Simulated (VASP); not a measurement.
Input:

```
CELL_PARAMETERS angstrom
      3.85432     0.00000     0.00000
      0.00000     3.85432     0.00000
      0.00000     0.00000     5.49909
ATOMIC_POSITIONS crystal
  Zn 0.00000 0.00000 0.00000
  Ge 0.50000 0.50000 0.50000
  P  0.00000 0.50000 0.24643
  P  0.50000 0.00000 0.75357
```

Level of theory: modified Becke-Johnson potential (mBJ), VASP's PBE PAW potentials (set 64) (plane waves; VASP 6.6.1). Numerical set-up: 400 eV cut-off, 4×4×4 Γ-centred mesh, Gaussian smearing of 0.050 eV, potentials Zn Ge_d P.

mBJ is a potential without an energy functional, so only the levels count.

### Question
Give the energies of bands 9 to 21 at the high-symmetry points, in eV from the valence-band maximum.

### Answer

```csv
band,Γ,X,M,Z,R,A
9,-6.75,-6.78,-6.64,-6.77,-6.73,-6.71
10,-6.75,-6.73,-6.49,-6.77,-6.69,-6.64
11,-6.61,-6.51,-6.47,-6.53,-6.50,-6.44
12,-6.43,-6.40,-6.44,-6.43,-6.41,-6.34
13,-6.25,-5.71,-6.44,-3.98,-6.41,-6.34
14,-3.18,-4.17,-4.84,-3.23,-5.67,-4.46
15,-3.18,-3.58,-3.90,-2.71,-2.33,-4.21
16,-0.19,-3.25,-2.80,-2.71,-1.69,-3.45
17,0.00,-2.35,-2.80,-1.06,-0.90,-3.45
18,0.00,-0.51,-1.87,-1.06,-0.41,-2.91
19,0.97,2.07,1.51,1.77,0.82,3.78
20,1.64,4.81,2.05,2.00,3.34,4.63
21,3.82,5.04,2.05,4.63,4.15,4.63
```

The gap is indirect, 0.82 eV, from the valence maximum at Γ to the conduction minimum at R.

The structure comes from a computed database's ZnGeP2 entry (P-4m2); how it stands against other phases isn't given here. It was relaxed first. The cell's shape comes from a PBE relaxation.
